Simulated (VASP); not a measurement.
# Mg: molecular dynamics, part 2 of 3

Wanted: temperature and structure of Mg along a short trajectory. The start is a computed cell from the Materials Project.

VASP 6.6.1, plane waves and PAW; the level of theory is named at each step.

So far. Step 2 (Relax the host): The run ended after 3 ionic steps, 0.023 eV below its first step, once forces and stress met EDIFFG = -0.02.

### Step 3. Molecular dynamics

This step: molecular dynamics on a force field learned on the fly from LDA, most frames from the fitted field; plane waves and PAW (Mg) (VASP 6.6.1).

System of this step: Mg. The structure is hexagonal, space group P6_3/mmc (No. 194). The conventional cell has a = 3.132 Å, b = 3.132 Å, c = 10.138 Å, α = 90.00°, β = 90.00°, γ = 120.00°. Nearest to Mg lie 12 Mg at 3.11 to 3.13 Å. Mg has 12 Mg at 3.11 to 3.13 Å nearest.

Few k-points, a looser threshold and, at fixed cell, a modest cutoff make many steps affordable, at some cost in the accuracy of forces and more in that of pressure. The electronic smearing is set to the highest ionic temperature of the stage, and to no less than 300 K.

Input file INCAR:

```
SYSTEM = Mg
PREC = Normal
ENCUT = 220
EDIFF = 1E-04
NELM = 120
ISMEAR = -1
SIGMA = 0.1723
LREAL = Auto
ALGO = VeryFast
GGA = CA
NBANDS = 64
LWAVE = .FALSE.
LCHARG = .FALSE.
KPAR = 4
LASPH = .TRUE.
IBRION = 0
NSW = 1250
POTIM = 2
TEBEG = 2000
TEEND = 2000
ISYM = 0
ISIF = 2
NELMIN = 4
MAXMIX = 40
NBLOCK = 1
RANDOM_SEED = 239917 0 0
NWRITE = 1
MDALGO = 4
NHC_NCHAINS = 3
NHC_PERIOD = 40
ML_LMLFF = .TRUE.
ML_MODE = train
```

Input file POSCAR:

```
Mg
1.0
    9.3958637892      0.0000000000      0.0000000000
   -4.6979318946      8.1370567320      0.0000000000
    0.0000000000      0.0000000000     10.1383132656
Mg
36
Direct
    0.2222222222      0.1111111111      0.7500000000
    0.2222222222      0.4444444444      0.7500000000
    0.2222222222      0.7777777778      0.7500000000
    0.5555555556      0.1111111111      0.7500000000
    0.5555555556      0.4444444444      0.7500000000
    0.5555555556      0.7777777778      0.7500000000
    0.8888888889      0.1111111111      0.7500000000
    0.8888888889      0.4444444444      0.7500000000
    0.8888888889      0.7777777778      0.7500000000
    0.0000000000      0.0000000000      0.5000000000
    0.0000000000      0.3333333333      0.5000000000
    0.0000000000      0.6666666667      0.5000000000
    0.3333333333      0.0000000000      0.5000000000
    0.3333333333      0.3333333333      0.5000000000
    0.3333333333      0.6666666667      0.5000000000
    0.6666666667      0.0000000000      0.5000000000
    0.6666666667      0.3333333333      0.5000000000
    0.6666666667      0.6666666667      0.5000000000
    0.1111111111      0.2222222222      0.2500000000
    0.1111111111      0.5555555556      0.2500000000
    0.1111111111      0.8888888889      0.2500000000
    0.4444444444      0.2222222222      0.2500000000
    0.4444444444      0.5555555556      0.2500000000
    0.4444444444      0.8888888889      0.2500000000
    0.7777777778      0.2222222222      0.2500000000
    0.7777777778      0.5555555556      0.2500000000
    0.7777777778      0.8888888889      0.2500000000
    0.0000000000      0.0000000000      0.0000000000
    0.0000000000      0.3333333333      0.0000000000
    0.0000000000      0.6666666667      0.0000000000
    0.3333333333      0.0000000000      0.0000000000
    0.3333333333      0.3333333333      0.0000000000
    0.3333333333      0.6666666667      0.0000000000
    0.6666666667      0.0000000000      0.0000000000
    0.6666666667      0.3333333333      0.0000000000
    0.6666666667      0.6666666667      0.0000000000
```

Input file KPOINTS:

```
Automatic mesh
0
Gamma
2 2 2
0 0 0
```

Potentials, in the order of the species: Mg (LDA family, release 64).

Launch:

```sh
$ mpirun -np 4 vasp_std
```

The log of the run:

```text
[banner, memory and clock lines left out]
running    4 mpi-ranks, on    1 nodes
 distrk:  each k-point on    1 cores,    4 groups
 distr:  one band on    1 cores,    1 groups

 POSCAR found type information on POSCAR Mg
 POSCAR found :  1 types and      36 ions
 LDA part: xc-table for (Slater(with rela. corr.)+CA(PZ))
 , standard interpolation
 Machine learning feature enabled
 Passing communicator to machine learning
 Initializing machine learning...
 - Setting up shared memory
 - Starting setup for ML_MODE = train
 - No ML_AB file present, starting from scratch
 - Set file names and create output files
 - Determine present atom types
 - Setting up force field parameters
 - Estimating memory consumption
 - Allocating main work arrays
 - Preparing memory for new training data
 - Preparing spherical harmonics calculator
 Completed machine learning initialization
 POSCAR, INCAR and KPOINTS ok, starting setup
 FFT: planning ... GRIDC
 FFT: planning ... GRID_SOFT
 FFT: planning ... GRID
 WAVECAR not read
 entering main loop
       N       E                     dE             d eps       ncg     rms          rms(c)
RMM:   1     0.925276516433E+02    0.92528E+02   -0.80589E+03   512   0.327E+02
RMM:   2    -0.342991030527E+02   -0.12683E+03   -0.11967E+03   512   0.670E+01
RMM:   3    -0.576519865225E+02   -0.23353E+02   -0.20644E+02   512   0.195E+01
RMM:   4    -0.629564111790E+02   -0.53044E+01   -0.36093E+01   512   0.996E+00
RMM:   5    -0.644205115389E+02   -0.14641E+01   -0.95601E+00   512   0.466E+00
RMM:   6    -0.648182980213E+02   -0.39779E+00   -0.29148E+00   512   0.234E+00
RMM:   7    -0.649356188774E+02   -0.11732E+00   -0.92812E-01   512   0.121E+00
RMM:   8    -0.649712319550E+02   -0.35613E-01   -0.30252E-01   512   0.623E-01
RMM:   9    -0.649838261256E+02   -0.12594E-01   -0.11164E-01   971   0.326E-01
RMM:  10    -0.649876353807E+02   -0.38093E-02   -0.33673E-02   884   0.152E-01
RMM:  11    -0.649882191423E+02   -0.58376E-03   -0.44218E-03   791   0.675E-02
RMM:  12    -0.649883819312E+02   -0.16279E-03   -0.15761E-03   677   0.325E-02    0.394E+00
RMM:  13    -0.647773301294E+02    0.21105E+00   -0.10520E-02  1025   0.306E-01    0.250E+00
RMM:  14    -0.646112155414E+02    0.16611E+00   -0.38605E-02  1024   0.595E-01    0.120E-01
RMM:  15    -0.646110776465E+02    0.13789E-03   -0.22203E-03  1025   0.143E-01    0.236E-02
RMM:  16    -0.646110793365E+02   -0.16899E-05   -0.18653E-04   776   0.439E-02
      1 T=  2000. E= -.55562824E+02 F= -.64611079E+02 E0= -.63699192E+02  EK= 0.90483E+01 SP= -.27E-04 SK= 0.27E-04
 bond charge predicted
       N       E                     dE             d eps       ncg     rms          rms(c)
RMM:   1    -0.645638814669E+02    0.47196E-01   -0.12079E+00  1024   0.306E+00    0.223E-01
RMM:   2    -0.645662562258E+02   -0.23748E-02   -0.65296E-02  1024   0.820E-01    0.109E-01
RMM:   3    -0.645669179074E+02   -0.66168E-03   -0.12575E-02  1026   0.386E-01    0.556E-02
RMM:   4    -0.645670384463E+02   -0.12054E-03   -0.18026E-03  1039   0.149E-01    0.220E-02
RMM:   5    -0.645670816561E+02   -0.43210E-04   -0.41750E-04   974   0.718E-02
      2 T=  1990. E= -.55563018E+02 F= -.64567082E+02 E0= -.63655000E+02  EK= 0.90041E+01 SP= -.25E-03 SK= 0.24E-03
[... from here on, the cycles between the ionic steps are left out ...]
     21 T=   485. E= -.55547057E+02 F= -.57566054E+02 E0= -.57566054E+02  EK= 0.22072E+01 SP= -.60E+00 SK= 0.41E+00
     41 T=  1198. E= -.55534389E+02 F= -.59654844E+02 E0= -.59654844E+02  EK= 0.54488E+01 SP= -.30E+01 SK= 0.17E+01
     61 T=   990. E= -.55517847E+02 F= -.57732785E+02 E0= -.57732785E+02  EK= 0.45043E+01 SP= -.43E+01 SK= 0.20E+01
     81 T=  1479. E= -.55503897E+02 F= -.58536017E+02 E0= -.58536017E+02  EK= 0.67323E+01 SP= -.61E+01 SK= 0.24E+01
    101 T=  1630. E= -.55502873E+02 F= -.57613730E+02 E0= -.57613730E+02  EK= 0.74181E+01 SP= -.77E+01 SK= 0.24E+01
    121 T=  1489. E= -.55502839E+02 F= -.55356932E+02 E0= -.55356932E+02  EK= 0.67715E+01 SP= -.91E+01 SK= 0.22E+01
    141 T=  1948. E= -.55500715E+02 F= -.55783274E+02 E0= -.55783274E+02  EK= 0.88541E+01 SP= -.11E+02 SK= 0.20E+01
    161 T=  2175. E= -.55505626E+02 F= -.55328469E+02 E0= -.55328469E+02  EK= 0.98734E+01 SP= -.12E+02 SK= 0.16E+01
    181 T=  1800. E= -.55510929E+02 F= -.52615498E+02 E0= -.52615498E+02  EK= 0.81589E+01 SP= -.12E+02 SK= 0.12E+01
    201 T=  1878. E= -.55450857E+02 F= -.52024279E+02 E0= -.52024279E+02  EK= 0.85208E+01 SP= -.13E+02 SK= 0.96E+00
    221 T=  2358. E= -.55430335E+02 F= -.53023495E+02 E0= -.53023495E+02  EK= 0.10695E+02 SP= -.14E+02 SK= 0.68E+00
    241 T=  2596. E= -.55401494E+02 F= -.53476500E+02 E0= -.53476500E+02  EK= 0.11741E+02 SP= -.14E+02 SK= 0.38E+00
    261 T=  2542. E= -.55441387E+02 F= -.54005848E+02 E0= -.54005848E+02  EK= 0.11462E+02 SP= -.13E+02 SK= 0.39E+00
    281 T=  1888. E= -.55429939E+02 F= -.52295660E+02 E0= -.52295660E+02  EK= 0.85174E+01 SP= -.12E+02 SK= 0.23E+00
    301 T=  1920. E= -.55418938E+02 F= -.53422287E+02 E0= -.53422287E+02  EK= 0.86625E+01 SP= -.11E+02 SK= 0.16E+00
    321 T=  1761. E= -.55398276E+02 F= -.53146994E+02 E0= -.53146994E+02  EK= 0.79631E+01 SP= -.10E+02 SK= 0.46E-02
    341 T=  2250. E= -.55404162E+02 F= -.55304608E+02 E0= -.55304608E+02  EK= 0.10178E+02 SP= -.10E+02 SK= 0.30E-01
    361 T=  2046. E= -.55421454E+02 F= -.54573317E+02 E0= -.54573317E+02  EK= 0.92483E+01 SP= -.10E+02 SK= 0.14E+00
    381 T=  1446. E= -.55405036E+02 F= -.52028974E+02 E0= -.52028974E+02  EK= 0.65479E+01 SP= -.10E+02 SK= 0.26E+00
    401 T=  1888. E= -.55385765E+02 F= -.53329954E+02 E0= -.53329954E+02  EK= 0.85668E+01 SP= -.11E+02 SK= 0.38E+00
    421 T=  2318. E= -.55375679E+02 F= -.53771424E+02 E0= -.53771424E+02  EK= 0.10534E+02 SP= -.13E+02 SK= 0.37E+00
    441 T=  2192. E= -.55403249E+02 F= -.51872830E+02 E0= -.51872830E+02  EK= 0.99322E+01 SP= -.14E+02 SK= 0.68E-01
    461 T=  2005. E= -.55420841E+02 F= -.50678286E+02 E0= -.50678286E+02  EK= 0.90710E+01 SP= -.14E+02 SK= 0.20E-02
    481 T=  2066. E= -.55416472E+02 F= -.50973222E+02 E0= -.50973222E+02  EK= 0.93400E+01 SP= -.14E+02 SK= 0.65E-01
    501 T=  2257. E= -.55448444E+02 F= -.52490986E+02 E0= -.52490986E+02  EK= 0.10177E+02 SP= -.13E+02 SK= 0.29E+00
    521 T=  1992. E= -.55465673E+02 F= -.52933437E+02 E0= -.52933437E+02  EK= 0.89668E+01 SP= -.12E+02 SK= 0.43E+00
    541 T=  2057. E= -.55456417E+02 F= -.54998261E+02 E0= -.54998261E+02  EK= 0.92716E+01 SP= -.10E+02 SK= 0.47E+00
    561 T=  1763. E= -.55426957E+02 F= -.54453516E+02 E0= -.54453516E+02  EK= 0.79686E+01 SP= -.92E+01 SK= 0.28E+00
    581 T=  2349. E= -.55437702E+02 F= -.57407429E+02 E0= -.57407429E+02  EK= 0.10611E+02 SP= -.88E+01 SK= 0.14E+00
    601 T=  1600. E= -.55425740E+02 F= -.54553353E+02 E0= -.54553353E+02  EK= 0.72361E+01 SP= -.81E+01 SK= 0.34E-01
    621 T=  1786. E= -.55411501E+02 F= -.55283085E+02 E0= -.55283085E+02  EK= 0.80902E+01 SP= -.82E+01 SK= 0.24E-01
    641 T=  2088. E= -.55413123E+02 F= -.56167091E+02 E0= -.56167091E+02  EK= 0.94563E+01 SP= -.88E+01 SK= 0.61E-01
    661 T=  1780. E= -.55403498E+02 F= -.54331074E+02 E0= -.54331074E+02  EK= 0.80705E+01 SP= -.93E+01 SK= 0.20E+00
    681 T=  1954. E= -.55382678E+02 F= -.54003858E+02 E0= -.54003858E+02  EK= 0.88779E+01 SP= -.11E+02 SK= 0.36E+00
    701 T=  2435. E= -.55379336E+02 F= -.54301284E+02 E0= -.54301284E+02  EK= 0.11062E+02 SP= -.12E+02 SK= 0.30E+00
    721 T=  2370. E= -.55415397E+02 F= -.52755964E+02 E0= -.52755964E+02  EK= 0.10746E+02 SP= -.14E+02 SK= 0.21E+00
    741 T=  2340. E= -.55446966E+02 F= -.52406870E+02 E0= -.52406870E+02  EK= 0.10576E+02 SP= -.14E+02 SK= 0.17E+00
    761 T=  2260. E= -.55367703E+02 F= -.52350186E+02 E0= -.51397467E+02  EK= 0.10212E+02 SP= -.13E+02 SK= 0.18E+00
    781 T=  1919. E= -.55448594E+02 F= -.51364130E+02 E0= -.51364130E+02  EK= 0.86711E+01 SP= -.13E+02 SK= 0.19E+00
    801 T=  2328. E= -.55456727E+02 F= -.53603539E+02 E0= -.53603539E+02  EK= 0.10517E+02 SP= -.13E+02 SK= 0.18E+00
    821 T=  1887. E= -.55443284E+02 F= -.51993183E+02 E0= -.51993183E+02  EK= 0.85344E+01 SP= -.12E+02 SK= 0.12E+00
    841 T=  2238. E= -.55442477E+02 F= -.53511698E+02 E0= -.53511698E+02  EK= 0.10127E+02 SP= -.12E+02 SK= 0.85E-01
    861 T=  1847. E= -.55428691E+02 F= -.51587015E+02 E0= -.51587015E+02  EK= 0.83673E+01 SP= -.12E+02 SK= 0.10E+00
    881 T=  2144. E= -.55432619E+02 F= -.52563233E+02 E0= -.52563233E+02  EK= 0.97073E+01 SP= -.13E+02 SK= 0.14E+00
    901 T=  1723. E= -.55416073E+02 F= -.50576505E+02 E0= -.50576505E+02  EK= 0.77963E+01 SP= -.13E+02 SK= 0.23E+00
    921 T=  1932. E= -.55415963E+02 F= -.51353062E+02 E0= -.51353062E+02  EK= 0.87422E+01 SP= -.13E+02 SK= 0.41E+00
    941 T=  2165. E= -.55411804E+02 F= -.52141884E+02 E0= -.52141884E+02  EK= 0.98043E+01 SP= -.14E+02 SK= 0.69E+00
    961 T=  2351. E= -.55413987E+02 F= -.52623889E+02 E0= -.52623889E+02  EK= 0.10642E+02 SP= -.14E+02 SK= 0.89E+00
    981 T=  1770. E= -.55411054E+02 F= -.49845781E+02 E0= -.49845781E+02  EK= 0.80107E+01 SP= -.14E+02 SK= 0.80E+00
   1001 T=  2348. E= -.55390112E+02 F= -.51918497E+02 E0= -.51918497E+02  EK= 0.10639E+02 SP= -.15E+02 SK= 0.62E+00
   1021 T=  2328. E= -.55395249E+02 F= -.51444312E+02 E0= -.51444312E+02  EK= 0.10538E+02 SP= -.15E+02 SK= 0.42E+00
   1041 T=  1917. E= -.55392466E+02 F= -.49593089E+02 E0= -.49593089E+02  EK= 0.86697E+01 SP= -.15E+02 SK= 0.28E+00
   1061 T=  2034. E= -.55405504E+02 F= -.50363819E+02 E0= -.50363819E+02  EK= 0.91910E+01 SP= -.14E+02 SK= 0.21E+00
   1081 T=  2165. E= -.55409224E+02 F= -.51431230E+02 E0= -.51431230E+02  EK= 0.97811E+01 SP= -.14E+02 SK= 0.15E+00
   1101 T=  2254. E= -.55428180E+02 F= -.52773405E+02 E0= -.52773405E+02  EK= 0.10166E+02 SP= -.13E+02 SK= 0.20E+00
   1121 T=  1515. E= -.55409936E+02 F= -.50646986E+02 E0= -.50646986E+02  EK= 0.68370E+01 SP= -.12E+02 SK= 0.11E+00
   1141 T=  1721. E= -.55396281E+02 F= -.51984999E+02 E0= -.51984999E+02  EK= 0.77811E+01 SP= -.11E+02 SK= 0.13E-01
   1161 T=  1699. E= -.55382223E+02 F= -.51766402E+02 E0= -.51766402E+02  EK= 0.76964E+01 SP= -.11E+02 SK= 0.11E+00
   1181 T=  2298. E= -.55373614E+02 F= -.53730847E+02 E0= -.53730847E+02  EK= 0.10419E+02 SP= -.12E+02 SK= 0.24E+00
   1201 T=  1719. E= -.55362096E+02 F= -.50257425E+02 E0= -.50257425E+02  EK= 0.78035E+01 SP= -.13E+02 SK= 0.41E+00
   1221 T=  2210. E= -.55332852E+02 F= -.50566150E+02 E0= -.50566150E+02  EK= 0.10059E+02 SP= -.15E+02 SK= 0.51E+00
   1241 T=  2128. E= -.55353872E+02 F= -.48535023E+02 E0= -.48535023E+02  EK= 0.96542E+01 SP= -.17E+02 SK= 0.29E+00
   1249 T=  2402. E= -.55362763E+02 F= -.49429954E+02 E0= -.49429954E+02  EK= 0.10883E+02 SP= -.17E+02 SK= 0.19E+00
   1250 T=  2408. E= -.55364214E+02 F= -.49426855E+02 E0= -.49426855E+02  EK= 0.10907E+02 SP= -.17E+02 SK= 0.18E+00
```

The job ended after 30 min (4 MPI ranks of Intel Xeon Platinum 8175M at 2.50GHz (Skylake/Cascade Lake), shared host; peak memory 3.7 GiB; 1.6 h of CPU time).

OUTCAR, selected parts (step 3):

```text
 Found      8 irreducible k-points:

   k-points           NKPTS =      8   k-points in BZ     NKDIM =      8   number of bands    NBANDS=     64

   dimension x,y,z NGX =    36 NGY =   36 NGZ =   40
   dimension x,y,z NGXF=    72 NGYF=   72 NGZF=   80

   ENCUT  =  220.0 eV  16.17 Ry    4.02 a.u.  11.36 11.36 12.26*2*pi/ulx,y,z

   NELECT =      72.0000    total number of electrons

 E-fermi :   2.7140

 k-point     1 :       0.0000    0.0000    0.0000
  band No.  band energies     occupation
    ...
     29       2.2299      1.88643
     30       2.6580      1.16120
     31       2.7139      1.00030
     32       2.7676      0.84594
     33       2.8423      0.64416
     34       2.9212      0.46206
     35       3.0170      0.29404
     36       3.0617      0.23466
     37       3.1318      0.16264
     38       3.1765      0.12787
    ...

 k-point     2 :       0.5000    0.0000    0.0000
  band No.  band energies     occupation
    ...
     35       2.3583      1.77480
     36       2.4589      1.62934
     37       2.5928      1.33800
     38       2.6803      1.09755
     39       2.7568      0.87667
     40       2.9813      0.34989
     41       3.0808      0.21275
     42       3.2289      0.09594
     43       3.7139      0.00602
     44       3.7947      0.00377
    ...

  Total       45.0662133     34.6005948     35.2134384     -7.5294467     -3.4511269     -1.3631555
  in kB       93.1519366     71.5194859     72.7862347    -15.5633787     -7.1334850     -2.8176446
  external PRESSURE =      79.1525524 kB  Pullay stress =       0.0000000 kB

  energy-cutoff  :      220.00
  volume of cell :      775.12
      direct lattice vectors                 reciprocal lattice vectors
     9.395863789  0.000000000  0.000000000     0.106429810  0.061447280  0.000000000
    -4.697931895  8.137056732  0.000000000     0.000000000  0.122894559  0.000000000
     0.000000000  0.000000000 10.138313266     0.000000000  0.000000000  0.098635737

 POSITION                                       TOTAL-FORCE (eV/Angst)
 -----------------------------------------------------------------------------------
     -0.44656      3.74611      6.14030        -0.117119      0.547054     -0.827179
     -1.70910      3.91881      8.66996        -0.384665      0.121986     -0.301392
      0.96354      1.57166      6.73967        -0.503162     -0.135627      0.152174
      2.20926      0.44079      8.64017         0.404871     -1.026394     -0.699597
      3.00153      3.15386      5.80989         0.612650     -0.529130     -1.188568
      0.44062      5.61731      0.30964         1.300992      0.617291     -1.955384
      3.04421      8.07079      7.54997        -0.363103     -0.272025     -1.432885
      4.09792      2.62664      8.40276         1.021964      0.006779      0.064458
      4.57034      5.55549      6.42005        -0.051342      0.240009      0.224769
      0.62563      0.02976      4.58675        -0.405751     -2.084667      0.859918
      6.18956      2.93969      6.38294         0.232274     -0.040706     -0.310551
      3.77282      5.72107      3.55443        -1.056162     -0.061883     -1.148644
     -1.70977      6.40737      6.92674        -0.141169     -0.225799     -0.370379
      3.47227      2.59768      2.62013         0.236371      0.634813      1.375644
      1.83740      5.64073      5.78624        -0.958373      0.618648      0.126759
      3.06887      0.37260      3.95585         1.059723     -0.236391      0.565033
      4.86135      0.59015      6.87237        -0.091503     -1.201209     -0.463603
      2.68123      8.03510      4.48089        -0.832572      0.881795      1.322260
      0.54317      1.94956      3.02095         1.065684      2.420866      0.393560
     -0.44815      5.88855      3.79796        -0.379081     -0.907387      0.056918
     -3.38270      7.83750      1.68791         1.064740     -1.154409     -0.249031
      0.86290      7.85749      2.51122        -0.176202      0.046228     -0.011854
      1.64226      4.35089      1.96248        -0.235026      0.395974      2.304084
     -1.19988      7.36437      0.37554        -0.138244      0.533531      0.159215
      7.25179      2.80033      3.36698         0.037811     -1.091399      0.024844
      6.00188      4.83490      4.24522         1.179018      0.631944      0.176463
      6.18236      4.58415      1.20528        -0.819236      0.986311      0.261613
      8.40875      0.33267      1.98947        -2.479064     -0.412930     -0.079400
      1.75501      2.22782      0.16522         0.223601      0.579227      1.409177
      4.90534      6.37157      8.98444         0.455700      0.043003      0.806799
     -0.49684      1.08608      9.55182         0.344127      0.822077     -0.064732
      1.97102      4.05525      8.31434        -1.415368      1.169355     -0.582187
      3.62682      4.33323      0.35659         0.349293      0.985291     -0.027357
      1.89133      8.02348     10.12864        -0.266088     -0.864905     -1.008465
     -0.88078      3.70481      0.97197         0.427621     -2.148274      1.194564
      4.95735      1.82876      0.79740         0.796829      0.109216     -0.757153
 -----------------------------------------------------------------------------------
    total drift:                                0.000039     -0.001735     -0.000108

  FREE ENERGIE OF THE ION-ELECTRON SYSTEM (eV)
  ---------------------------------------------------
  free  energy   TOTEN  =       -48.6269143561 eV

  energy  without entropy=      -46.7761688775  energy(sigma->0) =      -47.70154162

[... 7 further parts left out ...]
```

Rows from the run:

| time (fs) | T (K) | potential (meV/atom) |
| --- | --- | --- |
| 2.0 | 2000 | 0.0 |
| 164.0 | 1490 | 169.6 |
| 340.0 | 2350 | 251.6 |
| 504.0 | 2383 | 329.0 |
| 666.0 | 2007 | 288.2 |
| 830.0 | 1959 | 331.0 |
| 1006.0 | 2191 | 341.3 |
| 1168.0 | 2305 | 203.0 |
| 1332.0 | 1893 | 276.7 |
| 1494.0 | 2062 | 370.4 |
| 1670.0 | 1908 | 348.5 |
| 1834.0 | 2138 | 341.6 |
| 1996.0 | 2311 | 354.5 |
| 2160.0 | 2115 | 373.3 |
| 2336.0 | 1879 | 339.4 |
| 2500.0 | 2408 | 421.8 |

Mean square displacement at the end: Mg 7.4 Å².

Positions (Å) at 2500.0 fs:

```xyz
36
Lattice="9.396 0.000 0.000 -4.698 8.137 0.000 0.000 0.000 10.138" Properties=species:S:1:pos:R:3 pbc="T T T"
Mg   -0.330    3.899    6.061
Mg   -1.780    3.818    8.586
Mg    0.818    1.681    7.064
Mg    2.370    0.318    8.632
Mg    3.004    3.034    5.800
Mg    0.352    5.614    0.241
Mg    3.136    8.001    7.496
Mg    4.058    2.576    8.300
Mg    4.654    5.253    6.224
Mg    0.391    0.078    4.662
Mg    6.214    3.104    6.331
Mg    3.705    5.829    3.249
Mg   -1.748    6.527    6.617
Mg    3.580    2.638    2.653
Mg    1.601    5.677    5.716
Mg    3.148    0.460    4.001
Mg    4.882    0.484    6.939
Mg    2.702    8.092    4.618
Mg    0.715    2.068    3.149
Mg   -0.616    5.660    4.196
Mg   -3.387    7.788    1.418
Mg    0.858    7.833    2.596
Mg    1.587    4.287    2.219
Mg   -1.096    7.476    0.613
Mg    7.299    2.618    3.353
Mg    6.190    4.677    4.174
Mg    6.108    4.509    1.192
Mg    8.105    0.560    1.812
Mg    1.816    2.183    0.048
Mg    4.682    6.338    9.062
Mg   -0.442    1.349    9.659
Mg    2.018    4.263    8.402
Mg    3.782    4.191    0.442
Mg    1.964    7.879   10.018
Mg   -0.910    3.743    1.073
Mg    5.133    1.959    0.664
```

Numbers from this step:

| Property | Result |
| --- | --- |
| electronic cycles | 818 |
| electrons | 72 |
| mean temperature over the second half | 2043 K |
| mean potential energy over the second half | -1.444 eV/atom |
| first principles steps | 87 |

(Part 2 of 3 ends here.)

[Lines on the potential files, build, host, timing and source positions are cut from VASP's logs without a mark.]

[Logs are printed without paths, hosts, clocks, repeated set-up lines and the standing remarks that a program may print on its own settings, such as how far it seeks lower states.]

[Hosts, paths, dates, database ids (printed as entryN), source tags and the programs' standing remarks are cut or masked in the printed files.]

[Runs that stopped without an error message from VASP are left out.]
